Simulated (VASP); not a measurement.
Here is the system:

```
LiH
1.0
    0.00000     1.91249     1.91249
    1.91249     0.00000     1.91249
    1.91249     1.91249     0.00000
Li H
1 1
Direct
  0.00000   0.00000   0.00000
  0.50000   0.50000   0.50000
```

Calculation: PBE GGA with D3 dispersion (zero damping), VASP's PBE PAW potentials (set 64) (plane waves; VASP). Settings: 520 eV cut-off, 12×12×12 Γ-centred mesh, Gaussian smearing of 0.050 eV, potentials Li_sv H.

Problem. Estimate the energy per atom (σ→0), pressure, band gap (on the k-mesh) with the smallest direct gap where there is one.

Solution. 
```json
{
  "band gap (on the k-mesh)": "2.86 eV",
  "smallest direct gap (on the k-mesh)": "2.86 eV",
  "energy per atom (σ→0)": "-3.170 eV/atom",
  "pressure": "2.85 GPa"
}
```

Only differences to runs with the same potentials and settings are physical.

The compound is LiH in the rock salt structure. This cell is one point of a volume scan, at 0.94 of the reference volume.
